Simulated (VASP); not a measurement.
CsLiCr2Te2S3:

```
Cs Li Cr Te S
1.0
     2.81287   -4.84865    0.00000
     2.81287    4.84865    0.00000
     0.00000    0.00000    8.48154
Cs Li Cr Te S
1 1 2 2 3
Direct
  0.00000 0.00000 0.08500
  0.50000 0.50000 0.48104
  0.50000 0.00000 0.46970
  0.00000 0.50000 0.46970
  0.30716 0.69284 0.73712
  0.69284 0.30716 0.73712
  0.67422 0.32578 0.28305
  0.32578 0.67422 0.28305
  0.00000 0.00000 0.49457
```

The cell was built by a generator and needn't be a form met in nature.

Base run:

* Program: VASP 6.6.1
* Functional: PBE
* Potentials or basis: VASP PAW PBE potentials, release 64 (Cs_sv, Li_sv, Cr_pv, Te, S)
* Cutoff: 520 eV
* k mesh: 6 × 6 × 4
* Occupations: gaussian, width 0.1 eV
* Spin: collinear spin, ferromagnetic start
* Starting moments: [-0.0, 0.0, 2.15, 2.15, -0.1, -0.1, -0.08, -0.08, -0.12] μB

Its results: net moment 4.00 μB per cell; site moments Cs -0.00; Li +0.00; Cr +2.15; Te -0.10; S -0.08, -0.12 μB; largest force 0.005 eV/Å.

Task: The run is repeated on the same cell with these changes: hubbard terms from none to Cr d U = 3.7 eV. What comes out?

Result: Net moment 6.03 μB per cell; site moments Cs -0.00; Li -0.00; Cr +3.42; Te -0.12; S -0.19, -0.25 μB; largest force 1.150 eV/Å.

Caveats: only a ferromagnetic start was run, and an antiferromagnetic order may lie lower in energy; forces of over 1 eV/Å show positions far from the minimum, so gaps and moduli don't describe the material at rest (some runs).
